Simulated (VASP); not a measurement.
Here is the system:

```
Nb
1.0
   -1.67451     1.67451     1.67451
    1.67451    -1.67451     1.67451
    1.67451     1.67451    -1.67451
Nb
1
Direct
  0.00000   0.00000   0.00000
```

Computed with revTPSS meta-GGA, VASP's PBE PAW potentials (set 64) (plane waves; VASP). Numerical set-up: 520 eV cut-off, 16×16×16 Γ-centred mesh, first-order Methfessel-Paxton smearing of 0.10 eV, potentials Nb_sv.

Task: Give the stress tensor in GPa (positive for a compressed cell).

Result: 
```
-9.79   0.00   0.00
 0.00  -9.79   0.00
 0.00   0.00  -9.79
```
The pressure is its mean diagonal, -9.79 GPa.

The compound is Nb in the bcc structure. This cell is one point of a volume scan, at 1.06 of the reference volume.
